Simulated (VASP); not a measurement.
VASP input:

POSCAR:
```
ZnS
1
    0.0000000000     2.7591000000     2.7591000000
    2.7591000000     0.0000000000     2.7591000000
    2.7591000000     2.7591000000     0.0000000000
Zn S
1 1
Direct
  0.0000000000   0.0000000000   0.0000000000
  0.2500000000   0.2500000000   0.2500000000
```

**KPOINTS**
```
Automatic mesh
0
Gamma
2 2 2
0 0 0
```

**INCAR**
```
SYSTEM = ZnS
PREC = Accurate
ENCUT = 400
EDIFF = 1E-6
NELM = 25
ALGO = VeryFast
LREAL = .FALSE.
LASPH = .TRUE.
ISMEAR = 0
SIGMA = 0.05
GGA = PE
LMAXMIX = 4
LWAVE = .FALSE.
LCHARG = .FALSE.
ISIF = 2
HFSCREEN = 0.2
AEXX = 0.25
LHFCALC = .TRUE.
PRECFOCK = Fast
ISYM = 3
```

POTCAR, in this order: Zn S (PBE.64 set). Program: vasp_std.

What VASP printed:

File standard output:
```
 POSCAR found type information on POSCAR ZnS
 POSCAR found :  2 types and       2 ions
 Reading from existing POTCAR
 Reading from existing POTCAR
 LDA part: xc-table for (Slater+PW92), standard interpolation
 POSCAR, INCAR and KPOINTS ok, starting setup
 WAVECAR not read
 entering main loop
       N       E                     dE             d eps       ncg     rms          rms(c)
RMM:   1    -0.501508302985E+03   -0.50151E+03   -0.67359E+03    39   0.126E+03
RMM:   2    -0.543510320080E+03   -0.42002E+02   -0.11022E+03    39   0.260E+02
RMM:   3    -0.538792548537E+03    0.47178E+01   -0.14555E+02    39   0.113E+02
RMM:   4    -0.539904242133E+03   -0.11117E+01   -0.39023E+01    39   0.452E+01
RMM:   5    -0.539653547480E+03    0.25069E+00   -0.15914E+01    39   0.259E+01
RMM:   6    -0.539087138688E+03    0.56641E+00   -0.13655E+01    39   0.249E+01
RMM:   7    -0.538605169755E+03    0.48197E+00   -0.44378E+00    39   0.177E+01
RMM:   8    -0.539796458429E+03   -0.11913E+01   -0.75179E+01    39   0.493E+01
RMM:   9    -0.538778183539E+03    0.10183E+01   -0.84943E+00   125   0.254E+01
RMM:  10    -0.538422413010E+03    0.35577E+00   -0.20787E+00   125   0.149E+01
RMM:  11    -0.538493789371E+03   -0.71376E-01   -0.18019E+00   123   0.145E+01
RMM:  12    -0.538495120559E+03   -0.13312E-02   -0.17360E+00   125   0.144E+01    0.109E+01
RMM:  13     0.827339534721E+02    0.62123E+03   -0.40854E+01   156   0.834E+01    0.116E+01
RMM:  14     0.807152934360E+02   -0.20187E+01   -0.11874E+01   136   0.362E+01    0.483E+00
RMM:  15     0.823665399789E+02    0.16512E+01   -0.22839E+00   131   0.263E+01    0.159E+00
RMM:  16     0.820929504619E+02   -0.27359E+00   -0.22155E+00   131   0.186E+01    0.655E-01
RMM:  17     0.821734255319E+02    0.80475E-01   -0.20226E+00   135   0.191E+01    0.440E-01
RMM:  18     0.821539788970E+02   -0.19447E-01   -0.21695E+00   131   0.187E+01    0.316E-01
RMM:  19     0.821826103505E+02    0.28631E-01   -0.20215E+00   137   0.193E+01    0.239E-01
RMM:  20     0.821641082812E+02   -0.18502E-01   -0.21615E+00   131   0.187E+01    0.168E-01
RMM:  21     0.821739435062E+02    0.98352E-02   -0.20900E+00   141   0.192E+01    0.891E-02
RMM:  22     0.821669462998E+02   -0.69972E-02   -0.21504E+00   134   0.189E+01    0.781E-02
RMM:  23     0.821679354345E+02    0.98913E-03   -0.20894E+00   143   0.191E+01    0.893E-02
RMM:  24     0.821624782924E+02   -0.54571E-02   -0.21693E+00   137   0.189E+01    0.609E-02
RMM:  25     0.821653759018E+02    0.28976E-02   -0.20602E+00   143   0.192E+01

 -----------------------------------------------------------------------------
|                                                                             |
|           W    W    AA    RRRRR   N    N  II  N    N   GGGG   !!!           |
|           W    W   A  A   R    R  NN   N  II  NN   N  G    G  !!!           |
|           W    W  A    A  R    R  N N  N  II  N N  N  G       !!!           |
|           W WW W  AAAAAA  RRRRR   N  N N  II  N  N N  G  GGG   !            |
|           WW  WW  A    A  R   R   N   NN  II  N   NN  G    G                |
|           W    W  A    A  R    R  N    N  II  N    N   GGGG   !!!           |
|                                                                             |
|     The electronic self-consistency was not achieved in the given           |
|     number of steps (NELM). The forces and other quantities evaluated       |
|     might not be reliable so examine the results carefully. If you find     |
|     spurious results, we suggest increasing NELM, if you were close to      |
|     convergence or switching to a different ALGO or adjusting the           |
|     density mixing parameters otherwise.                                    |
|                                                                             |
 -----------------------------------------------------------------------------

   1 F= 0.82165376E+02 E0= 0.82165376E+02  d E =-.118582E-12
```

### OUTCAR
```
------------------------ aborting loop EDIFF was not reached (unconverged)  ----------------------------
  FORCE on cell =-STRESS in cart. coord.  units (eV):
  Direction    XX          YY          ZZ          XY          YZ          ZX
  --------------------------------------------------------------------------------------
  Total      -99.2930461    -99.2930461    -99.2930461     -0.0000000     -0.0000000      0.0000000
  in kB    -3787.0156282  -3787.0156282  -3787.0156282     -0.0000000     -0.0000000      0.0000000
  external PRESSURE =   -3787.0156282 kB  Pullay stress =       0.0000000 kB
  volume of cell :       42.01
      direct lattice vectors                 reciprocal lattice vectors
     0.000000000  2.759100000  2.759100000    -0.181218513  0.181218513  0.181218513
     2.759100000  0.000000000  2.759100000     0.181218513 -0.181218513  0.181218513
     2.759100000  2.759100000  0.000000000     0.181218513  0.181218513 -0.181218513
  FREE ENERGIE OF THE ION-ELECTRON SYSTEM (eV)
  ---------------------------------------------------
  free  energy   TOTEN  =        82.1653759018 eV

  energy  without entropy=       82.1653759018  energy(sigma->0) =       82.16537590

  exchange ACFDT corr.  =        -0.00000000  see jH, gK, PRB 81, 115126
```
(Selected blocks of OUTCAR.)

**Question.** Read the log: what went wrong, and how is it fixed?

**Answer.** The cause: a hybrid functional was run with ALGO = VeryFast. Convergence was not reached. Against the sound run, the energy per atom (σ→0) goes up by 44.784 eV/atom; the pressure drops by 379.53 GPa; the band gap falls by 2.04 eV. To mend it, set ALGO = Normal.

The mended run (HSE06 screened hybrid, plane waves, VASP's PBE PAW potentials (set 64)) converges, and its OSZICAR ends with
```
   1 F= -.74035903E+01 E0= -.74035903E+01  d E =-.120205E-15
```

The compound is ZnS in the zinc blende structure. The cell was not relaxed at this level.
